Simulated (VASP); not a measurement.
Output of a VASP run:

OSZICAR:
```
       N       E                     dE             d eps       ncg     rms          rms(c)
DAV:   1     0.396373588667E+02    0.39637E+02   -0.53368E+03  2618   0.105E+03
DAV:   2    -0.509894615455E+01   -0.44736E+02   -0.43827E+02  2846   0.196E+02
DAV:   3    -0.547692072163E+01   -0.37797E+00   -0.37508E+00  3052   0.209E+01
DAV:   4    -0.547869535440E+01   -0.17746E-02   -0.17744E-02  3041   0.134E+00
DAV:   5    -0.547871414531E+01   -0.18791E-04   -0.18792E-04  2991   0.121E-01    0.784E+00
DAV:   6    -0.521877994643E+01    0.25993E+00   -0.11794E+00  2674   0.103E+01    0.386E+00
DAV:   7    -0.520738068161E+01    0.11399E-01   -0.93322E-03  2909   0.879E-01    0.201E+00
DAV:   8    -0.520348549224E+01    0.38952E-02   -0.10958E-03  2825   0.265E-01    0.555E-02
DAV:   9    -0.520348756461E+01   -0.20724E-05   -0.77297E-06  3292   0.317E-02    0.115E-02
DAV:  10    -0.520349159146E+01   -0.40269E-05   -0.16012E-06  2982   0.134E-02    0.261E-03
DAV:  11    -0.520349139467E+01    0.19679E-06   -0.31274E-08  2104   0.166E-03    0.429E-04
DAV:  12    -0.520349134297E+01    0.51696E-07   -0.33447E-09  1388   0.653E-04
   1 F= -.58739734E+01 E0= -.58739433E+01  d E =-.905398E-04
```

File OUTCAR:
```
------------------------ aborting loop because EDIFF is reached ----------------------------------------
 Edisp (eV)   -0.67048
  FORCE on cell =-STRESS in cart. coord.  units (eV):
  Direction    XX          YY          ZZ          XY          YZ          ZX
  --------------------------------------------------------------------------------------
  Total      -0.01122    -0.01122    -0.01122     0.00000     0.00000     0.00000
  in kB      -1.22293    -1.22293    -1.22293     0.00000     0.00000     0.00000
  external pressure =       -1.22 kB  Pullay stress =        0.00 kB
  volume of cell :       14.70
      direct lattice vectors                 reciprocal lattice vectors
     0.000000000  1.944284801  1.944284801    -0.257163971  0.257163971  0.257163971
     1.944284801  0.000000000  1.944284801     0.257163971 -0.257163971  0.257163971
     1.944284801  1.944284801  0.000000000     0.257163971  0.257163971 -0.257163971
 POSITION                                       TOTAL-FORCE (eV/Angst)
 -----------------------------------------------------------------------------------
      0.00000      0.00000      0.00000        -0.000000      0.000000     -0.000000
 -----------------------------------------------------------------------------------
    total drift:                               -0.000000     -0.000000     -0.000000
  FREE ENERGIE OF THE ION-ELECTRON SYSTEM (eV)
  ---------------------------------------------------
  free  energy   TOTEN  =        -5.8739734364 eV

  energy  without entropy=       -5.8738828966  energy(sigma->0) =       -5.87394326
```
(Selected blocks of OUTCAR.)

POSCAR:
```
Pd
1
    0.0000000000     1.9442848013     1.9442848013
    1.9442848013     0.0000000000     1.9442848013
    1.9442848013     1.9442848013     0.0000000000
Pd
1
Direct
  0.0000000000   0.0000000000   0.0000000000
```

Task: Write an INCAR and KPOINTS that could have produced this output.

Result: This is not unique; one that fits is the input of the run itself, PBE GGA with D3 dispersion (Becke-Johnson damping), plane waves, VASP's PBE PAW potentials (set 64).

### KPOINTS
```
Automatic mesh
0
Gamma
  16 16 16
```

INCAR:
```
SYSTEM = Pd
PREC = Accurate
ENCUT = 520
EDIFF = 1E-7
NELM = 100
ALGO = Normal
LREAL = .FALSE.
LASPH = .TRUE.
ISMEAR = 1
SIGMA = 0.1
GGA = PE
IVDW = 12
LMAXMIX = 4
LWAVE = .FALSE.
LCHARG = .FALSE.
ISIF = 2
```

POTCAR, in this order: Pd (PBE.64 set). Program: vasp_std.

The compound is Pd in the fcc structure. It was relaxed first.
